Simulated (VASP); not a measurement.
Output of a VASP run:

**OUTCAR**
```
 ion  position               nearest neighbor table
   1  0.000  0.000  0.000-
  LATTYP: Found a face centered cubic cell.
 ALAT       =     4.8999965812
 Subroutine PRICEL returns:
 Original cell was already a primitive cell.
 Subroutine GETGRP returns: Found 48 space group operations
The static configuration has the point symmetry O_h .
The dynamic configuration has the point symmetry O_h .
 Subroutine INISYM returns: Found 48 space group operations
 Subroutine IBZKPT returns following result:
 Found     84 irreducible k-points:

 Following reciprocal coordinates:
            Coordinates               Weight
  0.000000  0.000000  0.000000      1.000000
  0.076923  0.000000  0.000000      8.000000
  0.153846  0.000000  0.000000      8.000000
  0.230769  0.000000  0.000000      8.000000
  0.307692  0.000000  0.000000      8.000000
  0.384615  0.000000  0.000000      8.000000
  0.461538  0.000000  0.000000      8.000000
  0.076923  0.076923  0.000000      6.000000
  0.153846  0.076923  0.000000     24.000000
  0.230769  0.076923  0.000000     24.000000
  0.307692  0.076923  0.000000     24.000000
  0.384615  0.076923  0.000000     24.000000
  0.461538  0.076923  0.000000     24.000000
 -0.461538  0.076923  0.000000     24.000000
 -0.384615  0.076923  0.000000     24.000000
 -0.307692  0.076923  0.000000     24.000000
 -0.230769  0.076923  0.000000     24.000000
 -0.153846  0.076923  0.000000     24.000000
 -0.076923  0.076923  0.000000     12.000000
  0.153846  0.153846  0.000000      6.000000
  0.230769  0.153846  0.000000     24.000000
  0.307692  0.153846  0.000000     24.000000
  0.384615  0.153846  0.000000     24.000000
  0.461538  0.153846  0.000000     24.000000
 -0.461538  0.153846  0.000000     24.000000
 -0.384615  0.153846  0.000000     24.000000
 -0.307692  0.153846  0.000000     24.000000
 -0.230769  0.153846  0.000000     24.000000
 -0.153846  0.153846  0.000000     12.000000
  0.230769  0.230769  0.000000      6.000000
  0.307692  0.230769  0.000000     24.000000
  0.384615  0.230769  0.000000     24.000000
  0.461538  0.230769  0.000000     24.000000
 -0.461538  0.230769  0.000000     24.000000
 -0.384615  0.230769  0.000000     24.000000
 -0.307692  0.230769  0.000000     24.000000
 -0.230769  0.230769  0.000000     12.000000
  0.307692  0.307692  0.000000      6.000000
  0.384615  0.307692  0.000000     24.000000
  0.461538  0.307692  0.000000     24.000000
   k-points           NKPTS =     84   k-points in BZ     NKDIM =     84   number of bands    NBANDS=     11
   number of dos      NEDOS =    301   number of ions     NIONS =      1
   total plane-waves  NPLWV =  21952
   dimension x,y,z NGX =    28 NGY =   28 NGZ =   28
   dimension x,y,z NGXF=    56 NGYF=   56 NGZF=   56
   ions per type =               1
   PREC   = accura    normal or accurate (medium, high low for compatibility)
   ISTART =      0    job   : 0-new  1-cont  2-samecut
   ICHARG =      2    charge: 1-file 2-atom 10-const
   ISPIN  =      1    spin polarized calculation?
   LNONCOLLINEAR =      F non collinear calculations
   LSORBIT =      F    spin-orbit coupling
   INIWAV =      1    electr: 0-lowe 1-rand  2-diag
   ENCUT  =  520.0 eV  38.22 Ry    6.18 a.u.   6.44  6.44  6.44*2*pi/ulx,y,z
   NELM   =    100;   NELMIN=  2; NELMDL= -5     # of ELM steps
   EDIFF  = 0.1E-06   stopping-criterion for ELM
   LREAL  =      F    real-space projection
   NLSPLINE    = F    spline interpolate recip. space projectors
   LMAXMIX     =    4 max onsite mixed and CHGCAR
   VOSKOWN=      0    Vosko Wilk Nusair interpolation
   EDIFFG = 0.1E-05   stopping-criterion for IOM
   NSW    =      0    number of steps for IOM
   NBLOCK =      1;   KBLOCK =      1    inner block; outer block
   IBRION =     -1    ionic relax: 0-MD 1-quasi-New 2-CG
   NFREE  =      0    steps in history (QN), initial steepest desc. (CG)
...
```

OSZICAR:
```
       N       E                     dE             d eps       ncg     rms          rms(c)
DAV:   1     0.103107065718E+03    0.10311E+03   -0.74057E+03  1854   0.150E+03
DAV:   2     0.101314853686E+01   -0.10209E+03   -0.10027E+03  1896   0.330E+02
DAV:   3    -0.343718223185E+01   -0.44503E+01   -0.44302E+01  2256   0.803E+01
DAV:   4    -0.353924495531E+01   -0.10206E+00   -0.10199E+00  2188   0.132E+01
DAV:   5    -0.354390752245E+01   -0.46626E-02   -0.46624E-02  2322   0.256E+00    0.560E-01
DAV:   6    -0.353393669795E+01    0.99708E-02   -0.15753E-02  2293   0.242E+00    0.277E-01
DAV:   7    -0.353139041831E+01    0.25463E-02   -0.68402E-03  2205   0.154E+00    0.883E-02
DAV:   8    -0.353130016666E+01    0.90252E-04   -0.41197E-04  2250   0.392E-01    0.107E-02
DAV:   9    -0.353129502405E+01    0.51426E-05   -0.10960E-05  2472   0.640E-02    0.546E-03
DAV:  10    -0.353129309445E+01    0.19296E-05   -0.12511E-06  2106   0.166E-02    0.371E-04
DAV:  11    -0.353129309181E+01    0.26375E-08   -0.32835E-08  1245   0.348E-03
   1 F= -.39748079E+01 E0= -.39748595E+01  d E =0.154863E-03
```

OUTCAR:
```
------------------------ aborting loop because EDIFF is reached ----------------------------------------
  Edisp (eV):   -0.44351
  FORCE on cell =-STRESS in cart. coord.  units (eV):
  Direction    XX          YY          ZZ          XY          YZ          ZX
  --------------------------------------------------------------------------------------
  Total       0.30483     0.30483     0.30483    -0.00000     0.00000    -0.00000
  in kB      16.60510    16.60510    16.60510    -0.00000     0.00000    -0.00000
  external pressure =       16.61 kB  Pullay stress =        0.00 kB
  volume of cell :       29.41
      direct lattice vectors                 reciprocal lattice vectors
     0.000000000  2.449998291  2.449998291    -0.204081775  0.204081775  0.204081775
     2.449998291  0.000000000  2.449998291     0.204081775 -0.204081775  0.204081775
     2.449998291  2.449998291  0.000000000     0.204081775  0.204081775 -0.204081775
 POSITION                                       TOTAL-FORCE (eV/Angst)
 -----------------------------------------------------------------------------------
      0.00000      0.00000      0.00000         0.000000      0.000000      0.000000
 -----------------------------------------------------------------------------------
    total drift:                               -0.000000     -0.000000     -0.000000
  FREE ENERGIE OF THE ION-ELECTRON SYSTEM (eV)
  ---------------------------------------------------
  free  energy   TOTEN  =        -3.9748079130 eV

  energy  without entropy=       -3.9749627758  energy(sigma->0) =       -3.97485953
```
(Selected blocks of OUTCAR.)

### POSCAR
```
Pb
1
    0.0000000000     2.4499982906     2.4499982906
    2.4499982906     0.0000000000     2.4499982906
    2.4499982906     2.4499982906     0.0000000000
Pb
1
Direct
  0.0000000000   0.0000000000   0.0000000000
```

### Question
Write an INCAR and KPOINTS that could have produced this output.

### Answer
Several could match; the one computed here: the input of the run itself, PBE GGA with D4 dispersion, plane waves, VASP's PBE PAW potentials (set 64).

KPOINTS:
```
Automatic
0
Gamma
  13 13 13
0 0 0
```

### INCAR
```
! general
SYSTEM  = Pb
PREC    = Accurate
ENCUT   = 520
LREAL   = F
LASPH   = T

! electronic loop
EDIFF   = 1E-7
NELM    = 100
ALGO    = Normal
LMAXMIX = 4

! smearing
ISMEAR  = 1
SIGMA   = 0.1

! functional
GGA     = PE
IVDW    = 13

! ions
ISIF    = 2

! output
LWAVE   = F
LCHARG  = F
```

POTCAR, in this order: Pb_d (PBE.64 set). Program: vasp_std.

The compound is Pb in the fcc structure. This cell is one point of a volume scan, at 0.97 of the reference volume.
